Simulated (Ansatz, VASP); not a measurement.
## Two plane-wave programs on Ba2Tl5V3O12

INCAR

```
PREC = Accurate ; ENCUT = 520
EDIFF = 1E-7 ; ISMEAR = -1
SIGMA = 0.05 ; LREAL = F
LASPH = T ; NELM = 100
ALGO = Normal ; ISIF = 2
LWAVE = F ; LCHARG = F
ISPIN = 2 ; MAGMOM = 0 0 2 2 2 0 0 0 0 0 0 0 0 0 0 0 0 0 0 0 0 0
LORBIT = 11 ; LMAXMIX = 4
GGA = PE ; NBANDS = 119
KPAR = 4
```

The input KPOINTS:

```
Automatic mesh
0
Gamma
  4 4 4
```

File POSCAR:

```
Ba2Tl5V3O12
1.0
    8.1542100000      0.0000000000      0.0000000000
   -4.0771100000      7.0617600000      0.0000000000
    0.0000000000      0.0000000000      6.9212800000
Ba V Tl O
2 3 5 12
Direct
    0.0058770000      0.0053610000      0.2380310000
    0.0035450000     -0.0016430000      0.7641320000
    0.4899480000     -0.0060980000     -0.0027120000
   -0.0024910000      0.5057060000      0.0068080000
    0.5008650000      0.5032170000      0.0044150000
    0.4978140000     -0.0040480000      0.5060370000
    0.0063230000      0.5089420000      0.4978410000
    0.5065550000      0.5003980000      0.5011790000
    0.3410060000      0.6703170000      0.2261470000
    0.6687790000      0.3338290000      0.7721730000
    0.3326230000      0.3412970000      0.8125160000
    0.6616460000      1.0021620000      0.8178240000
   -0.0068360000      0.6569210000      0.8165420000
    0.3403900000      0.3361630000      0.1928180000
    0.9947940000      0.6533120000      0.1924770000
    0.6670380000      0.0054200000      0.1866570000
    0.6524850000      0.6522130000      0.1898370000
    0.3413730000      0.0041070000      0.1875630000
    0.9973250000      0.3462690000      0.1876920000
    0.6567960000      0.6632680000      0.8153400000
    0.0012980000      0.3427430000      0.8141570000
    0.3362010000      0.9947900000      0.8200080000
```

The input input.yaml:

```yaml
crystal:
  lattice:
    - [8.15421, 0.0, 0.0]
    - [-4.07711, 7.06176, 0.0]
    - [0.0, 0.0, 6.92128]
  atoms:
    - { symbol: Ba, position: [0.005877, 0.005361, 0.238031] }
    - { symbol: Ba, position: [0.003545, -0.001643, 0.764132] }
    - { symbol: V, position: [0.489948, -0.006098, -0.002712], spin: 2.0 }
    - { symbol: V, position: [-0.002491, 0.505706, 0.006808], spin: 2.0 }
    - { symbol: V, position: [0.500865, 0.503217, 0.004415], spin: 2.0 }
    - { symbol: Tl, position: [0.497814, -0.004048, 0.506037] }
    - { symbol: Tl, position: [0.006323, 0.508942, 0.497841] }
    - { symbol: Tl, position: [0.506555, 0.500398, 0.501179] }
    - { symbol: Tl, position: [0.341006, 0.670317, 0.226147] }
    - { symbol: Tl, position: [0.668779, 0.333829, 0.772173] }
    - { symbol: O, position: [0.332623, 0.341297, 0.812516] }
    - { symbol: O, position: [0.661646, 1.002162, 0.817824] }
    - { symbol: O, position: [-0.006836, 0.656921, 0.816542] }
    - { symbol: O, position: [0.34039, 0.336163, 0.192818] }
    - { symbol: O, position: [0.994794, 0.653312, 0.192477] }
    - { symbol: O, position: [0.667038, 0.00542, 0.186657] }
    - { symbol: O, position: [0.652485, 0.652213, 0.189837] }
    - { symbol: O, position: [0.341373, 0.004107, 0.187563] }
    - { symbol: O, position: [0.997325, 0.346269, 0.187692] }
    - { symbol: O, position: [0.656796, 0.663268, 0.81534] }
    - { symbol: O, position: [0.001298, 0.342743, 0.814157] }
    - { symbol: O, position: [0.336201, 0.99479, 0.820008] }
hamiltonian:
  xc: pbe
  pseudopotentials: { kind: paw }
magnetization:
  spin_polarized: true
kpoints:
  mp_grid: { grid: [4, 4, 4] }
scf:
  occupations: { method: fermi_dirac, width: 0.05 }
output:
  forces: true
  stress: true
  eigenvalues: true
```

Change from the starting cell: atoms moved at random, drawn with an rms of 0.05 Å.

Alike in both runs: task single point; functional PBE; k mesh 4 × 4 × 4; occupations fermi-dirac, width 0.05 eV; collinear spin, ferromagnetic start.

```csv
,VASP,Ansatz
version,VASP 6.6.1,Ansatz 0.2.0
potentials or method,"VASP PAW PBE potentials, release 64 (Ba_sv, V_sv, Tl_d, O)",Ansatz PAW
plane-wave cutoff (eV),520,420
valence electrons in the cell,196,196
```

|  | VASP | Ansatz | Ansatz less VASP |
| --- | --- | --- | --- |
| gap on the k mesh at the Fermi level (eV) | none | none | - |
| pressure (GPa) | 0.6 | 0.1 | -0.57 |
| largest component of the traceless stress (GPa) | 0.48 | 0.51 | +0.035 |
| rms of the force components (eV/Å) | 0.382 | 0.370 | -0.0123 |
| net moment per atom (μB) | 0.00 | 0.00 | 0.000 |

Atom by atom the forces differ by 0.038 eV/Å (rms over components). A gap of «none» marks a metal or a gap that the smearing closes.

Caveats: semilocal functionals often make such compounds metallic where correlation or magnetic order opens a gap, which also shifts bond lengths; the pressure holds a Pulay correction of +0.4 GPa for the finite cutoff (Ansatz); the starting moments weren't kept (Ansatz). The runs have no spin-orbit coupling, so splittings on Ba, Tl are missing.
